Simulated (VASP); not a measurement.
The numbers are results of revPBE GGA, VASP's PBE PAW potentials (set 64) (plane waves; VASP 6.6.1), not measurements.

Input for VASP

File POSCAR:
```
NaF
1
   -0.0000000000     2.3962616637     2.3962616637
    2.3962616637     0.0000000000     2.3962616637
    2.3962616637     2.3962616637     0.0000000000
Na F
1 1
Direct
  0.0000000000   0.0000000000   0.0000000000
  0.5000000000   0.5000000000   0.5000000000
```

**KPOINTS**
```
k-points along high-symmetry lines
15
Line-mode
Reciprocal
  0.000000   0.000000   0.000000 ! GAMMA
  0.500000   0.000000   0.500000 ! X

  0.500000   0.000000   0.500000 ! X
  0.625000   0.250000   0.625000 ! U

  0.375000   0.375000   0.750000 ! K
  0.000000   0.000000   0.000000 ! GAMMA

  0.000000   0.000000   0.000000 ! GAMMA
  0.500000   0.500000   0.500000 ! L

  0.500000   0.500000   0.500000 ! L
  0.500000   0.250000   0.750000 ! W

  0.500000   0.250000   0.750000 ! W
  0.500000   0.000000   0.500000 ! X
```

INCAR:
```
# general
SYSTEM=NaF
PREC  =Accurate
ENCUT =520   # plane-wave cut-off (eV)
LREAL =.FALSE.   # projection in real space or not
LASPH =.TRUE.   # aspherical one-centre terms
ICHARG=11   # fixed density

# electronic loop
EDIFF =1E-7
NELM  =100
ALGO  =Normal

# smearing
ISMEAR=0   # Gaussian
SIGMA =0.05

# functional
GGA   =RE   # revPBE

# output
LWAVE =.FALSE.
LCHARG=.FALSE.
LORBIT=11   # lm-projected
```

POTCAR, in this order: Na_pv F (PBE.64 set). Program: vasp_std. Read from the step before: CHGCAR.

Output of the run:

File OUTCAR:
```
 ion  position               nearest neighbor table
   1  0.000  0.000  0.000-
   2  0.500  0.500  0.500-
  LATTYP: Found a face centered cubic cell.
 ALAT       =     4.7925233274
 Subroutine PRICEL returns:
 Original cell was already a primitive cell.
 Subroutine GETGRP returns: Found 48 space group operations
The static configuration has the point symmetry O_h .
The dynamic configuration has the point symmetry O_h .
 Subroutine INISYM returns: Found 48 space group operations
   k-points           NKPTS =     90   k-points in BZ     NKDIM =     90   number of bands    NBANDS=     11
   number of dos      NEDOS =    301   number of ions     NIONS =      2
   total plane-waves  NPLWV =  21952
   dimension x,y,z NGX =    28 NGY =   28 NGZ =   28
   dimension x,y,z NGXF=    56 NGYF=   56 NGZF=   56
   ions per type =               1   1
   PREC   = accura    normal or accurate (medium, high low for compatibility)
   ISTART =      0    job   : 0-new  1-cont  2-samecut
   ICHARG =     11    charge: 1-file 2-atom 10-const
   ISPIN  =      1    spin polarized calculation?
   LNONCOLLINEAR =      F non collinear calculations
   LSORBIT =      F    spin-orbit coupling
   INIWAV =      1    electr: 0-lowe 1-rand  2-diag
   ENCUT  =  520.0 eV  38.22 Ry    6.18 a.u.   6.30  6.30  6.30*2*pi/ulx,y,z
   NELM   =    100;   NELMIN=  2; NELMDL= -5     # of ELM steps
   EDIFF  = 0.1E-06   stopping-criterion for ELM
   LREAL  =      F    real-space projection
   NLSPLINE    = F    spline interpolate recip. space projectors
   LMAXMIX     =    2 max onsite mixed and CHGCAR
   VOSKOWN=      0    Vosko Wilk Nusair interpolation
   EDIFFG = 0.1E-05   stopping-criterion for IOM
   NSW    =      0    number of steps for IOM
   NBLOCK =      1;   KBLOCK =      1    inner block; outer block
   IBRION =     -1    ionic relax: 0-MD 1-quasi-New 2-CG
   NFREE  =      0    steps in history (QN), initial steepest desc. (CG)
   ISIF   =      2    stress and relaxation
   ISYM   =      2    0-nonsym 1-usesym 2-fastsym
   TEIN   =    0.0    initial temperature
   TEBEG  =    0.0;   TEEND  =   0.0 temperature during run
   SMASS  =  -3.00    Nose mass-parameter (am)
   PSTRESS=    0.0 pullay stress
   NELECT =      14.0000    total number of electrons
   EFERMI =   0.00;   METHOD = LEGACY
   ISMEAR =     0;   SIGMA  =   0.05  broadening in eV -4-tet -1-fermi 0-gaus
   IALGO  =     38    algorithm
   LDIAG  =      T    sub-space diagonalisation (order eigenvalues)
   IMIX   =      4    mixing-type and parameters
     AMIX     =   0.40;   BMIX     =  1.00
     AMIX_MAG =   1.60;   BMIX_MAG =  1.00
     AMIN     =   0.10
   GGA     = RE    functional components
   VOSKOWN =     0    Vosko Wilk Nusair interpolation
   LHFCALC =     F    Hartree Fock is set to
   LHFONE  =     F    Hartree Fock one center treatment
   AEXX    =    0.0000 exact exchange contribution
   IVDW    =     0    specifies the selected vdW correction
   LEPSILON=     F    determine dielectric tensor
   LRPA    =     F    only Hartree local field effects (RPA)
  energy-cutoff  :      520.00
  volume of cell :       27.52
      direct lattice vectors                 reciprocal lattice vectors
     0.000000000  2.396261664  2.396261664    -0.208658348  0.208658348  0.208658348
     2.396261664  0.000000000  2.396261664     0.208658348 -0.208658348  0.208658348
     2.396261664  2.396261664  0.000000000     0.208658348  0.208658348 -0.208658348
 k-point     1 :   0.0000 0.0000 0.0000  plane waves:     725
 k-point     2 :   0.0357 0.0000 0.0357  plane waves:     729
 k-point     3 :   0.0714 0.0000 0.0714  plane waves:     733
 k-point     4 :   0.1071 0.0000 0.1071  plane waves:     737
 k-point     5 :   0.1429 0.0000 0.1429  plane waves:     737
 k-point     6 :   0.1786 0.0000 0.1786  plane waves:     737
 k-point     7 :   0.2143 0.0000 0.2143  plane waves:     733
 k-point     8 :   0.2500 0.0000 0.2500  plane waves:     729
 k-point     9 :   0.2857 0.0000 0.2857  plane waves:     729
 k-point    10 :   0.3214 0.0000 0.3214  plane waves:     733
...
```

File OSZICAR:
```
       N       E                     dE             d eps       ncg     rms          rms(c)
DAV:   1     0.106615202392E+03    0.10662E+03   -0.81987E+03  2015   0.151E+03
DAV:   2    -0.124373220371E+01   -0.10786E+03   -0.99987E+02  2095   0.351E+02
DAV:   3    -0.781798378323E+01   -0.65743E+01   -0.65487E+01  2265   0.874E+01
DAV:   4    -0.789441345640E+01   -0.76430E-01   -0.76416E-01  2162   0.101E+01
DAV:   5    -0.789526972869E+01   -0.85627E-03   -0.85626E-03  2279   0.109E+00
DAV:   6    -0.789528533267E+01   -0.15604E-04   -0.15604E-04  2187   0.149E-01
DAV:   7    -0.789528568772E+01   -0.35506E-06   -0.35503E-06  2288   0.218E-02
DAV:   8    -0.789528569646E+01   -0.87377E-08   -0.87748E-08  1784   0.345E-03
   1 F= -.78952857E+01 E0= -.78952857E+01  d E =-.174199E-13
```

### OUTCAR
```
 val. band max:       -2.2985663168   @ k =   0.0000   0.0000   0.0000

 cond. band min:       3.7728880737   @ k =   0.0000   0.0000   0.0000



 k-point     1 :       0.0000    0.0000    0.0000
  band No.  band energies     occupation
      1     -21.6405      2.00000
      2     -21.6405      2.00000
      3     -21.6405      2.00000
      4     -21.3995      2.00000
      5      -2.2986      2.00000
      6      -2.2986      2.00000
      7      -2.2986      2.00000
      8       3.7729      0.00000
      9      16.2289      0.00000
     10      16.2289      0.00000
     11      16.2289      0.00000

 k-point     2 :       0.0357    0.0000    0.0357
  band No.  band energies     occupation
      1     -21.6662      2.00000
      2     -21.6409      2.00000
      3     -21.6409      2.00000
      4     -21.3717      2.00000
      5      -2.3256      2.00000
      6      -2.3034      2.00000
      7      -2.3033      2.00000
      8       3.8302      0.00000
      9      15.9745      0.00000
     10      16.2314      0.00000
     11      16.2314      0.00000

 k-point     3 :       0.0714    0.0000    0.0714
  band No.  band energies     occupation
      1     -21.7204      2.00000
      2     -21.6423      2.00000
      3     -21.6423      2.00000
      4     -21.3110      2.00000
      5      -2.4020      2.00000
      6      -2.3174      2.00000
      7      -2.3174      2.00000
      8       3.9980      0.00000
      9      15.4161      0.00000
     10      16.2388      0.00000
     11      16.2389      0.00000

 k-point     4 :       0.1071    0.0000    0.1071
  band No.  band energies     occupation
      1     -21.7782      2.00000
      2     -21.6444      2.00000
      3     -21.6444      2.00000
      4     -21.2432      2.00000
      5      -2.5158      2.00000
      6      -2.3398      2.00000
      7      -2.3398      2.00000
      8       4.2646      0.00000
      9      14.7797      0.00000
     10      16.2512      0.00000
...
```

The density is held fixed in this step, so its total energy and stress have no physical meaning.

The compound is NaF in the rock salt structure. It was relaxed first, which changed the volume by +11 %.
